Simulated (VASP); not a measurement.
Runs of VASP 6.6.1 on ZnGaP. Symmetry: P-6m2, No. 187, hexagonal system. Conventional cell: a = 4.016 Å, b = 4.016 Å, c = 4.404 Å, α = 90.00°, β = 90.00°, γ = 120.00°. Around Zn (site symmetry -6m2) lie 3 P at 2.32 Å. Ga (site symmetry -6m2) has 6 Zn at 3.20 Å and 6 P at 3.20 Å as nearest neighbours. P (site symmetry -6m2) is surrounded by 3 Zn at 2.32 Å. The cell was built by a generator and needn't be a form met in nature.

```tsv
level	other keys	gap on the mesh (eV)	pressure (GPa)	relaxed volume (Å³/atom)
PBEsol+D3	-	none	0.0	18.60
PBEsol	-	none	0.0	19.05
PBEsol	AMIX = 0.2; BMIX = 0.0001; AMIX_MAG = 0.8; BMIX_MAG = 0.0001; …	none	0.0	19.05
PBEsol+D4	-	none	0.0	18.42
PBEsol+rVV10	-	none	-0.1	(a)
PBEsol+D3(BJ)	-	none	0.0	18.06
```

Alike in all rows: task relaxation of cell and atoms; potentials or basis VASP PAW PBE potentials, release 64 (Zn, Ga_d, P); no spin polarisation; cell relaxed; k mesh 8 × 8 × 6; cutoff (eV) 600; smearing fermi-dirac 0.05 eV.

Problem. Fill in the values left out.

Solution. (a) 18.91.

Caveats: the PAW data sets were made with another functional, which shifts forces and pressure a little; pairwise dispersion overbinds metals, which lowers pressure and volume (some runs).

A k mesh can miss the band edges, and the runs leave out spin-orbit coupling on Ga.

A gap of «none» marks a metal or a gap under the smearing width.
